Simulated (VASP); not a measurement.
These are LDA (Ceperley-Alder, Perdew-Zunger), VASP's LDA PAW potentials (set 64) (plane waves; VASP 6.6.1) values and carry that method's errors.

A VASP calculation is set up with these files.

### INCAR
```
SYSTEM = NaF
PREC = Accurate; ENCUT = 620; LREAL = .FALSE.
LASPH = .TRUE.
EDIFF = 1E-6; NELM = 100; ALGO = Normal
ISMEAR = 0; SIGMA = 0.05
IBRION = 2; NSW = 40; ISIF = 3
EDIFFG = -0.02
LWAVE = .FALSE.; LCHARG = .FALSE.
```

### KPOINTS
```
Automatic
0
Gamma
  10 10 10
```

POSCAR:
```
NaF
1
    0.0000000000     2.2522326456     2.2522326456
    2.2522326456     0.0000000000     2.2522326456
    2.2522326456     2.2522326456     0.0000000000
Na F
1 1
Direct
  0.0000000000   0.0000000000   0.0000000000
  0.5000000000   0.5000000000   0.5000000000
```

POTCAR, in this order: Na_pv F (LDA.64 set). Program: vasp_std.

The run wrote:

File OUTCAR:
```
 ion  position               nearest neighbor table
   1  0.000  0.000  0.000-   2 2.25   2 2.25   2 2.25   2 2.25   2 2.25   2 2.25
   2  0.500  0.500  0.500-   1 2.25   1 2.25   1 2.25   1 2.25   1 2.25   1 2.25
  LATTYP: Found a face centered cubic cell.
 ALAT       =     4.5044652912
 Subroutine PRICEL returns:
 Original cell was already a primitive cell.
 Subroutine GETGRP returns: Found 48 space group operations
The static configuration has the point symmetry O_h .
The dynamic configuration has the point symmetry O_h .
 Subroutine INISYM returns: Found 48 space group operations
 Subroutine IBZKPT returns following result:
 Found     47 irreducible k-points:

 Following reciprocal coordinates:
            Coordinates               Weight
  0.000000  0.000000  0.000000      1.000000
  0.100000  0.000000  0.000000      8.000000
  0.200000  0.000000  0.000000      8.000000
  0.300000  0.000000  0.000000      8.000000
  0.400000  0.000000  0.000000      8.000000
  0.500000  0.000000  0.000000      4.000000
  0.100000  0.100000  0.000000      6.000000
  0.200000  0.100000  0.000000     24.000000
  0.300000  0.100000  0.000000     24.000000
  0.400000  0.100000  0.000000     24.000000
  0.500000  0.100000  0.000000     24.000000
 -0.400000  0.100000  0.000000     24.000000
 -0.300000  0.100000  0.000000     24.000000
 -0.200000  0.100000  0.000000     24.000000
 -0.100000  0.100000  0.000000     12.000000
  0.200000  0.200000  0.000000      6.000000
  0.300000  0.200000  0.000000     24.000000
  0.400000  0.200000  0.000000     24.000000
  0.500000  0.200000  0.000000     24.000000
 -0.400000  0.200000  0.000000     24.000000
 -0.300000  0.200000  0.000000     24.000000
 -0.200000  0.200000  0.000000     12.000000
  0.300000  0.300000  0.000000      6.000000
  0.400000  0.300000  0.000000     24.000000
  0.500000  0.300000  0.000000     24.000000
 -0.400000  0.300000  0.000000     24.000000
 -0.300000  0.300000  0.000000     12.000000
  0.400000  0.400000  0.000000      6.000000
  0.500000  0.400000  0.000000     24.000000
 -0.400000  0.400000  0.000000     12.000000
  0.500000  0.500000  0.000000      3.000000
  0.300000  0.200000  0.100000     24.000000
  0.400000  0.200000  0.100000     48.000000
  0.500000  0.200000  0.100000     48.000000
 -0.400000  0.200000  0.100000     24.000000
  0.400000  0.300000  0.100000     24.000000
  0.500000  0.300000  0.100000     48.000000
 -0.400000  0.300000  0.100000     48.000000
 -0.300000  0.300000  0.100000     48.000000
 -0.200000  0.300000  0.100000     24.000000
   k-points           NKPTS =     47   k-points in BZ     NKDIM =     47   number of bands    NBANDS=     11
   number of dos      NEDOS =    301   number of ions     NIONS =      2
   total plane-waves  NPLWV =  21952
   dimension x,y,z NGX =    28 NGY =   28 NGZ =   28
   dimension x,y,z NGXF=    56 NGYF=   56 NGZF=   56
   ions per type =               1   1
   PREC   = accura    normal or accurate (medium, high low for compatibility)
   ISTART =      0    job   : 0-new  1-cont  2-samecut
   ICHARG =      2    charge: 1-file 2-atom 10-const
   ISPIN  =      1    spin polarized calculation?
   LNONCOLLINEAR =      F non collinear calculations
   LSORBIT =      F    spin-orbit coupling
   INIWAV =      1    electr: 0-lowe 1-rand  2-diag
   ENCUT  =  620.0 eV  45.57 Ry    6.75 a.u.   6.47  6.47  6.47*2*pi/ulx,y,z
   NELM   =    100;   NELMIN=  2; NELMDL= -5     # of ELM steps
   EDIFF  = 0.1E-05   stopping-criterion for ELM
   LREAL  =      F    real-space projection
   NLSPLINE    = F    spline interpolate recip. space projectors
   LMAXMIX     =    2 max onsite mixed and CHGCAR
...
```

### OSZICAR
```
       N       E                     dE             d eps       ncg     rms          rms(c)
DAV:   1     0.121786958430E+03    0.12179E+03   -0.91390E+03  1043   0.174E+03
DAV:   2    -0.346464959173E+01   -0.12525E+03   -0.11534E+03  1118   0.397E+02
DAV:   3    -0.101105690356E+02   -0.66459E+01   -0.66217E+01  1181   0.918E+01
DAV:   4    -0.101737127715E+02   -0.63144E-01   -0.63135E-01  1148   0.960E+00
DAV:   5    -0.101743133606E+02   -0.60059E-03   -0.60058E-03  1175   0.964E-01    0.508E+00
DAV:   6    -0.937877227762E+01    0.79554E+00   -0.33706E+00  1238   0.198E+01    0.177E+00
DAV:   7    -0.935038383197E+01    0.28388E-01   -0.36832E-02  1043   0.253E+00    0.962E-01
DAV:   8    -0.933506720408E+01    0.15317E-01   -0.19697E-02  1151   0.372E+00    0.113E-01
DAV:   9    -0.933521952366E+01   -0.15232E-03   -0.19686E-03  1160   0.486E-01    0.818E-02
DAV:  10    -0.933513899356E+01    0.80530E-04   -0.38608E-04  1112   0.257E-01    0.674E-03
DAV:  11    -0.933513943774E+01   -0.44418E-06   -0.16232E-05  1166   0.817E-02    0.308E-03
DAV:  12    -0.933513932298E+01    0.11476E-06   -0.38879E-07   619   0.129E-02
   1 F= -.93351393E+01 E0= -.93351393E+01  d E =-.933514E+01
       N       E                     dE             d eps       ncg     rms          rms(c)
DAV:   1    -0.933641695399E+01   -0.12775E-02   -0.22799E-02  1208   0.255E+00    0.270E-01
DAV:   2    -0.933533706577E+01    0.10799E-02   -0.45152E-03  1196   0.751E-01    0.706E-02
DAV:   3    -0.933525582087E+01    0.81245E-04   -0.16711E-04  1170   0.323E-01    0.373E-02
DAV:   4    -0.933522003320E+01    0.35788E-04   -0.23770E-05  1166   0.185E-01    0.593E-03
DAV:   5    -0.933521854846E+01    0.14847E-05   -0.39903E-06  1054   0.357E-02    0.131E-03
DAV:   6    -0.933521831308E+01    0.23538E-06   -0.37290E-07   535   0.121E-02
   2 F= -.93352183E+01 E0= -.93352183E+01  d E =-.789901E-04
```

OUTCAR:
```
------------------------ aborting loop because EDIFF is reached ----------------------------------------
  FORCE on cell =-STRESS in cart. coord.  units (eV):
  Direction    XX          YY          ZZ          XY          YZ          ZX
  --------------------------------------------------------------------------------------
  Total       -0.0061889     -0.0061889     -0.0061889      0.0000000      0.0000000      0.0000000
  in kB       -0.4352921     -0.4352921     -0.4352921      0.0000000      0.0000000      0.0000000
  external PRESSURE =      -0.4352921 kB  Pullay stress =       0.0000000 kB
  volume of cell :       22.78
      direct lattice vectors                 reciprocal lattice vectors
    -0.000000000  2.249936653  2.249936653    -0.222228479  0.222228479  0.222228479
     2.249936653 -0.000000000  2.249936653     0.222228479 -0.222228479  0.222228479
     2.249936653  2.249936653 -0.000000000     0.222228479  0.222228479 -0.222228479
  FREE ENERGIE OF THE ION-ELECTRON SYSTEM (eV)
  ---------------------------------------------------
  free  energy   TOTEN  =        -9.3352183131 eV

  energy  without entropy=       -9.3352183131  energy(sigma->0) =       -9.33521831

 reached required accuracy - stopping structural energy minimisation
```
(Selected blocks of OUTCAR.)

File CONTCAR:
```
NaF
   1.00000000000000
    -0.0000000000000000    2.2499366527050784    2.2499366527050784
     2.2499366527050784   -0.0000000000000000    2.2499366527050784
     2.2499366527050784    2.2499366527050784   -0.0000000000000000
  Na              F
     1     1
Direct
     1.0000000000000000    0.0000000000000000    1.0000000000000000
     0.5000000000000000    0.5000000000000000    0.5000000000000000
```

### OUTCAR
```
 val. band max:       -2.1064900759   @ k =   0.0000   0.0000   0.0000

 cond. band min:       4.3438538059   @ k =   0.0000   0.0000   0.0000


 Fermi energy:        -1.7736391983

 k-point     1 :       0.0000    0.0000    0.0000
  band No.  band energies     occupation
      1     -21.0317      2.00000
      2     -20.6189      2.00000
      3     -20.6189      2.00000
      4     -20.6189      2.00000
      5      -2.1065      2.00000
      6      -2.1065      2.00000
      7      -2.1065      2.00000
      8       4.3439      0.00000
      9      17.0402      0.00000
     10      17.0402      0.00000
     11      17.0402      0.00000

 k-point     2 :       0.1000    0.0000    0.0000
  band No.  band energies     occupation
      1     -21.1862      2.00000
      2     -20.6205      2.00000
      3     -20.6205      2.00000
      4     -20.4463      2.00000
      5      -2.3395      2.00000
      6      -2.1375      2.00000
      7      -2.1375      2.00000
      8       4.7304      0.00000
      9      15.7170      0.00000
     10      17.2212      0.00000
     11      17.2212      0.00000

 k-point     3 :       0.2000    0.0000    0.0000
  band No.  band energies     occupation
      1     -21.4133      2.00000
      2     -20.6245      2.00000
      3     -20.6245      2.00000
      4     -20.1711      2.00000
      5      -2.8727      2.00000
      6      -2.2178      2.00000
      7      -2.2178      2.00000
      8       5.7076      0.00000
      9      13.9395      0.00000
     10      17.6876      0.00000
     11      17.6876      0.00000

 k-point     4 :       0.3000    0.0000    0.0000
  band No.  band energies     occupation
      1     -21.5973      2.00000
      2     -20.6295      2.00000
      3     -20.6295      2.00000
      4     -19.9264      2.00000
      5      -3.4319      2.00000
      6      -2.3154      2.00000
      7      -2.3154      2.00000
      8       6.9505      0.00000
      9      12.4786      0.00000
...
```

The compound is NaF in the rock salt structure. This run relaxes it. Symmetry was kept, so distortions that lower it aren't found.
